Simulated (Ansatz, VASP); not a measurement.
# Si2Mo: VASP beside Ansatz, part 2 of 2

Aim: how closely do two programs agree when they are given the same cell, functional and k mesh? The cell is taken from a series of runs on this material, whose earlier steps may have relaxed, scaled, displaced or heated it; both programs get it as it stands.

VASP 6.6.1 and Ansatz 0.2.0.

So far: Starting point; VASP: zone-centre phonons, PBEsol.

### Step 3. Ansatz: zone-centre phonons, PBEsol

Level of this step: Ansatz beside VASP: Kohn-Sham DFT, plane waves, PBEsol (Ansatz).

Ansatz runs on its PAW soft_1 files.

The same cell, functional, mesh and smearing now go to Ansatz, which takes its cutoff from its data sets.

input.yaml reads:

```yaml
crystal:
  lattice:
    - [-1.6065058429, 1.6065058429, 3.9327838769]
    - [1.6065058429, -1.6065058429, 3.9327838769]
    - [1.6065058429, 1.6065058429, -3.9327838769]
  atoms:
    - { symbol: Si, position: [0.3354016996, 0.3354016996, 0.0] }
    - { symbol: Si, position: [0.6645983004, 0.6645983004, 0.0] }
    - { symbol: Mo, position: [0.0, 0.0, 0.0] }
kpoints:
  mp_grid: { grid: [20, 20, 20] }
hamiltonian:
  xc: pbesol
  pseudopotentials: { kind: paw, azcp: { folder: soft_1 }, xc_functional: pbe }
scf:
  occupations: { method: methfessel_paxton, width: 0.2 }
output:
  eigenvalues: true
phonons:
  method: dfpt
```

Launch:

```bash
$ ansatz run input.yaml --threads 4 --pin off --max-ram 10240MiB --backend cpu --events-out ev --progress --plain --runs-dir out
```

Numbers of over 12 decimals in the logs are rounded to 6 here.

What it wrote:

```text
zone centre: on kpoints.mp_grid the ground state, and the responses unless they are solved on pairs of k-points, stand on 1166 of the mesh's 8000 k-points, reduced under 4 symmetry operations, with k and −k counted as one. Each operation leaves every solved displacement unchanged or reverses it
Engine: ansatz 0.2.0, x86_64-unknown-linux-gnu
Pseudopotentials: kind: paw
Pseudopotential: Si, paw, valence charge 4, recommended cutoff 420 eV (normal), soft_1/Si.paw.azcp
Pseudopotential: Mo, paw, valence charge 14, recommended cutoff 420 eV (normal), soft_1/Mo.paw.azcp
Functional definition: PBEsol
  exchange = pbesol_x
  correlation = pbesol_c
Crystal: 3 atoms, lattice volume = 40.600 Å³
Basis set: ecut = 420 eV, 793 PW (Γ), exchange–correlation on 64×64×64 points (8 copies of the dense FFT grid, shifted against one another)
Bands: 15, of which v1, the nominal top of the filled ones, is band 11 counted from 1 (10 counted from 0)
Symmetry: 16 space group operations
k-points: 1166 of 8000 (irreducible under 4 space group operations, time reversal used)
Non-local potential: Si, projectors of the file, l = 0: 2, l = 1: 2, l = 2: 1
Non-local potential: Mo, projectors of the file, l = 0: 3, l = 1: 2, l = 2: 2, l = 3: 1
PAW form: soft (Blöchl's): semilocal exchange-correlation on the pseudo side does not see the compensation charge
PAW frozen core: Si, regenerated for the run's functional, and the local potential with it (the file was generated under x = pbe(κ = 0.804, μ = 0.219515), c = pbe(β = 0.066725))
PAW frozen core: Mo, regenerated for the run's functional, and the local potential with it (the file was generated under x = pbe(κ = 0.804, μ = 0.219515), c = pbe(β = 0.066725))
PAW one-centre angular grid: Si, 110 points (default); XC on 64 Gauss nodes
PAW one-centre angular grid: Mo, 590 points (default); XC on 64 Gauss nodes
Initial density: superposition of atomic densities (chi_scale 0.1, normalization cell, long waves kept (reshape's long-wave potential 0.00 eV rms))
Initial wavefunctions: pseudopotential atomic-orbital guess
Functional: x = pbesol(κ = 0.804, μ = 0.123457), c = pbesol(β = 0.046)
SCF iter   1: F=—  HF=-6143.587125 eV  |F-HF|=—  |Δ(HF+E_count)|=         —  Δρ=9.36e-2  dr2=5.39e0  ethr=3.10e-3  ⟨swp⟩=5.3  Hψ=99945  notcnv=0
preconditioner: auto → Kerker (q_TF=auto, 2.463 Å⁻¹)  [metal: Δε(μ)=0.009 eV  Ē_g=8.069 eV  σ=0.200 eV  W_gap=0.04  n_scr=10 (ndim 8)  ℏωp=21.8 eV  f_vac=0.000  D(μ)=0.56/eV (n_scr^D=0)]
SCF iter   2: F=—  HF=-6142.363362 eV  |F-HF|=—  |Δ(HF+E_count)|=    1.22e0  S|Δr|=    0.00e0  Δρ=3.11e-2  dr2=2.89e-1  ethr=3.10e-3  ⟨swp⟩=2.2  Hψ=43477  notcnv=0
SCF iter   3: F=—  HF=-6142.306359 eV  |F-HF|=—  |Δ(HF+E_count)|=   5.70e-2  S|Δr|=    0.00e0  Δρ=1.49e-2  dr2=6.79e-2  ethr=1.32e-3  ⟨swp⟩=2.2  Hψ=24494  notcnv=0
SCF iter   4: F=—  HF=-6142.290405 eV  |F-HF|=—  |Δ(HF+E_count)|=   1.60e-2  S|Δr|=    0.00e0  Δρ=2.62e-3  dr2=3.02e-3  ethr=3.09e-4  ⟨swp⟩=2.5  Hψ=25634  notcnv=0
SCF iter   5: F=—  HF=-6142.289549 eV  |F-HF|=—  |Δ(HF+E_count)|=   8.56e-4  S|Δr|=    0.00e0  Δρ=3.30e-4  dr2=7.84e-5  ethr=1.37e-5  ⟨swp⟩=2.8  Hψ=28840  notcnv=0
SCF iter   6: F=—  HF=-6142.289533 eV  |F-HF|=—  |Δ(HF+E_count)|=   1.55e-5  S|Δr|=    0.00e0  Δρ=3.01e-5  dr2=4.77e-7  ethr=3.57e-7  ⟨swp⟩=2.3  Hψ=22725  notcnv=0
SCF iter   7: F=—  HF=-6142.289534 eV  |F-HF|=—  |Δ(HF+E_count)|=   2.31e-7  S|Δr|=    0.00e0  Δρ=4.96e-6  dr2=9.54e-9  ethr=2.17e-9  ⟨swp⟩=2.3  Hψ=25395  notcnv=0
SCF iter   8: F=—  HF=-6142.289534 eV  |F-HF|=—  |Δ(HF+E_count)|=   1.52e-9  S|Δr|=    0.00e0  Δρ=7.86e-7  dr2=2.51e-10  ethr=4.34e-11  ⟨swp⟩=2.4  Hψ=30173  notcnv=0
SCF iter   9: F=-6142.289534 eV  HF=-6142.289534 eV  |F-HF|=5.46e-12  |Δ(HF+E_count)|=  6.18e-11  S|Δr|=    0.00e0  Δρ=1.28e-7  dr2=7.14e-12  ethr=1.00e-12  ⟨swp⟩=5.4  Hψ=71250  notcnv=0
the search or the solves at the SCF's close seem to have found levels that the self-consistency loop had missed (the run counts 1). By its estimate they hold under 1e-12 electrons; where the run keeps them, the occupations were computed again with them
SCF 1 converged in 9 iterations: F = -6142.289534 eV  dr2 = 7.14e-12
  greatest PAW one-centre occupation: 0.999 electrons in one spin orbital (limit 2), on the Mo atom at site 2 (counted from 0), in its partial waves of l = 0
DFPT response loops at Γ: preconditioner auto → Kerker (q_TF=auto, 2.463 Å⁻¹) (partly filled bands, converged f_vac=0.000); β = 1.00, the filter's whole step (`scf.mixing.beta` (0.50) is not read by the response loops under this deck's `scf.mixing.preconditioner`; to damp them name `kerker` or `kerker_dos`, under which they read `scf.mixing.beta`, and type it under 1.00, their step now; both keys bind the ground state too); Broyden in place of MSR1
SCF converged after 9 iterations
Stability not checked: this state was not tested for a lower state beside it, because cold or Methfessel-Paxton smearing, or corrected tetrahedra, fill the levels in a way that the test cannot read (fill_not_monotonic; see scf.lower_state_search)
Free energy (F): -6142.289534 eV
Harris-Foulkes:  -6142.289534 eV  (|F-HF|=5.46e-12)
Internal energy: -6142.290308 eV  (E = F + TS)
E sigma→0 (E₀):  -6142.289727 eV
Entropy (-TS):   0.000774 eV (0.258 meV/atom)
Fermi energy:    15.680648 eV
--- Per-component energies (eV) ---
  E_band       = -51.863682
  E_kinetic    = 511.167349
  E_local      = -1138.587591  (includes V_loc(G=0)·N_el)
  E_nonlocal   = 194.496420
  E_hartree    = 432.765279
  E_xc         = -291.193478
  E_vxc        = -320.360858  (∫ρ·V_xc dr)
  E_paw        = -4149.831196  (= ΣΔE_a)
  E_vpaw       = -164.109644  (= ΣTr[D̂ρ^β])
  E_aug_tail   = 0.000120  (compensation charges beyond the density's cutoff)
  E_ewald      = -1701.379632
  E_core_change = 0.272421  (= ΣΔE_core)
  E_smearing   = 0.000774  (= −TS)
  E_closure    = -0.000000  (closes the sum)
  Σ components = -6142.289534   (vs F -6142.289534, Δ=0.00e0)
--- Band table (eV; the first three rows and the last of 1166) ---
  k-point 0: bands = [... 7 lower, 12.6423, 13.1067, 13.1067, 16.0515, 18.8044, 18.9141, 19.1598, 19.1598]
  k-point 1: bands = [... 7 lower, 12.6631, 12.9062, 13.4576, 15.7491, 18.5301, 19.0397, 19.0648, 19.1979]
  k-point 2: bands = [... 7 lower, 12.4041, 12.7279, 13.9868, 14.9993, 18.0886, 18.9587, 19.2929, 19.3157]
  k-point 1165: bands = [... 7 lower, 13.5282, 15.1192, 15.1192, 15.2267, 15.2267, 16.1821, 20.4026, 20.7027]
--- Phonons (Γ-DFPT): 4 representative perturbations + reference, on 1166 of 8000 k-points (Σ response iterations 12) ---
  k mesh reduced under 4 symmetry operations, with k and −k counted as one. Each operation leaves every solved displacement unchanged or reverses it
  ASR residual: 3.893e-5 → 0.000e0 eV/Å²; symmetrization residual: 3.359e-6 eV/Å²
  ASR residual per site (eV/Å²): 3.89e-5 3.89e-5 1.68e-5
  Γ frequencies (cm⁻¹): 0.00 0.00 0.00 266.56 266.56 305.70 320.26 320.26 426.33
  non-analytic LO–TO correction: not included (Born effective charges unavailable; polar crystals: no LO–TO splitting at Γ)
```

In the SCF lines HF is the Harris–Foulkes energy and dr2 the Hartree energy of the density residual, in eV; the loop may stop once dr2 is under the threshold and the program's other checks hold. Hψ counts applications of the Hamiltonian.

### Step 4. Differences

Known differences besides the potentials themselves: the cutoff is 420 eV in Ansatz and 500 eV in VASP; Ansatz makes its cores anew for this functional, VASP keeps those of its PBE data sets. Total energies have different zeros and are not compared.

The two programs side by side:

```csv
quantity,Ansatz,VASP,difference
optical mode 1 to 2 (cm⁻¹),266.6,267.8,-0.48 %
optical mode 3 (cm⁻¹),305.7,307.0,-0.42 %
optical mode 4 to 5 (cm⁻¹),320.3,321.1,-0.26 %
optical mode 6 (cm⁻¹),426.3,426.9,-0.13 %
```

Modes are paired by rising frequency, not by their patterns, so a pair may set unlike modes beside each other; they are those without the splitting of longitudinal modes.

### Step 5. Results

| Quantity | Value |
| --- | --- |
| r.m.s. difference of the optical zone-centre modes, each program's sorted by frequency (zone-centre phonons, PBEsol) | 1.1 cm⁻¹ |

What this shows: The r.m.s. difference of the optical zone-centre modes, each program's sorted by frequency is 1.1 cm⁻¹ (zone-centre phonons, PBEsol). Such differences can come from data sets, numerical settings and the points named under the comparisons, not from the functional's error against experiment.

[Lines on the potential files, build, host, timing and source positions are cut from VASP's logs without a mark.]

[Logs are printed without paths, hosts, clocks, repeated set-up lines and the standing remarks that a program may print on its own settings, such as how far it seeks lower states.]

[Hosts, paths, dates, database ids (printed as entryN), source tags and the programs' standing remarks are cut or masked in the printed files.]
